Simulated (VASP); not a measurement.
# Ga2H13N4F8 (a cell with a defect) in VASP: further runs, part 2 of 2

VASP 6.6.1. The steps go on from the part before.

**3. Single point, PBEsol**

INCAR reads:

```
  PREC = Accurate
  ENCUT = 520
  EDIFF = 1E-6
  ISMEAR = -1
  SIGMA = 0.05
  LREAL = Auto
  LASPH = True
  NELM = 80
  ALGO = Fast
  ISIF = 2
  LWAVE = False
  LCHARG = True
  GGA = PS
  LELF = True
  LVHAR = True
  NBANDS = 76
```

KPOINTS reads:

```
Automatic mesh
0
Gamma
  2 2 2
```

POSCAR reads:

```
Ga2H13N4F8
1.0
    5.3580880000     -3.4262370000      0.0000000000
    5.3580880000      3.4262370000      0.0000000000
   -3.6942100000      0.0000000000      6.6150590000
Ga H N F
2 13 4 8
Direct
    0.0144982466      0.0065595080      0.0084806500
    0.0089646155     -0.0024473213      0.5062842221
    0.2075814909      0.3008032966      0.9834228236
    0.2642080762      0.5510241954      0.7298952284
    0.2079706493      0.2835637854      0.5919221582
    0.4477888171      0.3126843278      0.8015196841
    0.6524095870      0.8643914201      0.9048898884
    0.8243669761      0.6288171644      0.8012778117
    0.4504819150      0.3094233718      0.5779691459
    0.3996401349      0.0959833826      0.1312308779
    0.1703301166      0.3506445549      0.1909280023
    0.4673817623      0.7517753988      0.3549477034
    0.7173251974      0.6367703496      0.2802393750
    0.6724511257      0.4369157556      0.3578804059
    0.8739883426      0.6817657964      0.0458196971
    0.8265826230      0.7805262644      0.9309516363
    0.3489725789      0.3640912061      0.6641361778
    0.6208171723      0.6086463855      0.3456960853
    0.2308828255      0.2067747442      0.0751467220
    0.2686767173      0.7262049035     -0.0343609936
    0.7397349519      0.2846584350      0.0185939385
    0.0327417103      0.1133257447      0.2947970683
    0.3457835008      0.9102803526      0.6107126180
    0.9452071250      0.3322314319      0.6741436471
    0.0498275858      0.6805195082      0.3509719263
    0.6617277249      0.1099562041      0.3890819417
    0.9352054283      0.9474345881      0.6961842668
```

Potentials or basis: VASP PAW PBE potentials, release 64 (Ga_d, H, N, F).

Launch:

```bash
cat potpaw_PBE.64/Ga_d/POTCAR potpaw_PBE.64/H/POTCAR potpaw_PBE.64/N/POTCAR potpaw_PBE.64/F/POTCAR > POTCAR
mpirun -np 1 vasp_std > vasp.out
```

OUTCAR:

```text
PREC = Accurate
   ENCUT = 520
   EDIFF = 1E-6
   ISMEAR = -1
   LREAL = Auto
   LASPH = True
   NELM = 80
   ISIF = 2
   GGA = PS

 ion  position               nearest neighbor table
   1  0.014  0.007  0.008-  20 1.85  21 1.90  22 1.96  16 2.00  19 2.04  27 2.11
   2  0.009  0.998  0.506-  25 1.84  27 1.86  23 1.87  26 1.94  24 1.95  22 2.10
   3  0.208  0.301  0.983-  19 1.02
   4  0.264  0.551  0.730-  17 1.07
   5  0.208  0.284  0.592-  17 1.06
[... 833 lines left out ...]
  -------------------------------------------------------------------------------------
  Total        0.0527962     -1.4722461     -2.5388597     -3.9513290      0.8788380      0.9598622
  in kB        0.3482751     -9.7118071    -16.7478216    -26.0653051      5.7973359      6.3318196
  external PRESSURE =      -8.7037845 kB  Pullay stress =       0.0000000 kB

 VOLUME and BASIS-vectors are now :
 -----------------------------------------------------------------------------
  energy-cutoff  :      520.00
  volume of cell :      242.88
      direct lattice vectors                 reciprocal lattice vectors
     5.358088000 -3.426237000  0.000000000     0.093316870 -0.145932695  0.052113233
     5.358088000  3.426237000  0.000000000     0.093316870  0.145932695  0.052113233
    -3.694210000  0.000000000  6.615059000     0.000000000  0.000000000  0.151170231

 POSITION                                       TOTAL-FORCE (eV/Angst)
 -----------------------------------------------------------------------------------
      0.08150     -0.02720      0.05610         0.014412      0.596345     -1.006050
      3.52269      3.38714      3.34910        -0.057441      1.052415     -0.126647
     -0.90900      0.31940      6.50540        -0.016010     -0.733423     -0.787031
      1.67170      0.98270      4.82830         0.444821     -0.855802     -0.736384
      0.44700      0.25900      3.91560         1.035449     -0.123356      0.398152
      1.11370     -0.46290      5.30210         0.648938     -0.071253     -1.230594
[... 19 lines left out ...]
      2.69740     -1.89050      2.57380         0.079384     -0.259031     -0.473373
      7.51550      0.04190      4.60530        -0.792382     -0.230758      0.941400
 -----------------------------------------------------------------------------------
    total drift:                                0.000893      0.003994      0.000491

  FREE ENERGIE OF THE ION-ELECTRON SYSTEM (eV)
  ---------------------------------------------------
  free  energy   TOTEN  =      -130.9262104582 eV

  energy  without entropy=     -130.8584594811  energy(sigma->0) =     -130.89233497
```

OSZICAR:

```text
N       E                     dE             d eps       ncg     rms          rms(c)
[... 12 lines left out ...]
RMM:  13    -0.130927780151E+03    0.41698E-04   -0.45180E-03  2039   0.274E-01    0.275E-01
RMM:  14    -0.130926908727E+03    0.87142E-03   -0.19689E-03  1808   0.147E-01    0.156E-01
RMM:  15    -0.130926708484E+03    0.20024E-03   -0.37682E-04  2099   0.685E-02    0.129E-01
RMM:  16    -0.130926308050E+03    0.40043E-03   -0.40528E-04  1827   0.622E-02    0.685E-02
RMM:  17    -0.130926263723E+03    0.44327E-04   -0.12158E-04  1956   0.340E-02    0.456E-02
RMM:  18    -0.130926218706E+03    0.45016E-04   -0.73063E-05  1878   0.254E-02    0.198E-02
RMM:  19    -0.130926210358E+03    0.83481E-05   -0.33548E-05  1752   0.169E-02    0.497E-03
RMM:  20    -0.130926210458E+03   -0.99913E-07   -0.97043E-06  1589   0.114E-02
   1 F= -.13092621E+03 E0= -.13089233E+03  d E =-.677510E-01
```

Run time: 4.1 min. Hardware: 1 thread of Intel Xeon Platinum 8488C (Sapphire Rapids), shared host; peak memory 0.39 GiB.

Results:

* Free energy: -130.9262 eV
* Pressure: -0.9 GPa
* Largest force: 5.117 eV/Å
* Band gap on the k mesh: none (metal or under the smearing width)

Forces in eV/Å, atoms in the order of the input:
```
Ga   0.014  0.596 -1.006
Ga  -0.057  1.052 -0.127
H   -0.016 -0.733 -0.787
H    0.445 -0.856 -0.736
H    1.035 -0.123  0.398
H    0.649 -0.071 -1.231
H   -0.818  2.335 -0.128
H    0.990 -0.248  0.208
H    2.237 -1.645 -1.709
H    0.859  0.239  0.159
H    0.063 -0.397  0.490
H   -1.025  0.013  0.535
H   -0.172 -0.550  0.419
H   -0.282  0.380  0.233
H    2.212  1.591 -1.469
N   -2.341 -3.058  1.616
N   -3.311  2.204  3.220
N    1.294 -0.166 -1.042
N   -1.077  0.999  0.664
F    0.270 -0.387  0.751
F   -0.034  0.299 -0.486
F   -0.328 -0.771  0.611
F    0.124  0.358  0.163
F    0.400 -0.491 -0.274
F   -0.418 -0.081 -0.941
F    0.079 -0.259 -0.473
F   -0.792 -0.231  0.941
```

Levels at points of the mesh, in eV from the Fermi level:
```csv
k point,band 54,band 55,band 56,band 57,band 58,band 59,band 60,band 61
"(0.00, 0.00, 0.00)",-0.74,-0.63,-0.53,-0.36,-0.01,4.87,7.80,7.93
"(0.50, 0.00, 0.00)",-0.72,-0.70,-0.52,-0.42,-0.01,6.12,7.08,7.65
"(0.00, 0.50, 0.00)",-0.77,-0.64,-0.55,-0.40,-0.01,6.14,7.13,7.72
"(0.50, 0.50, 0.00)",-0.79,-0.73,-0.61,-0.46,0.02,6.55,7.12,7.67
"(0.00, 0.00, 0.50)",-0.72,-0.66,-0.65,-0.51,-0.04,6.01,6.33,7.87
"(0.50, 0.00, 0.50)",-0.72,-0.67,-0.52,-0.41,0.02,6.52,6.87,7.57
"(0.00, 0.50, 0.50)",-0.74,-0.68,-0.55,-0.46,0.01,6.36,6.99,7.65
"(0.50, 0.50, 0.50)",-0.79,-0.71,-0.54,-0.37,0.02,6.33,6.96,7.64
```

Caveat: the k mesh is coarse (spacing up to 0.57 Å⁻¹), so the values aren't converged; the PAW data sets were made with another functional, which shifts forces and pressure a little; an odd number of electrons without spin polarisation forces a metal; a magnetic or distorted state may lie lower.
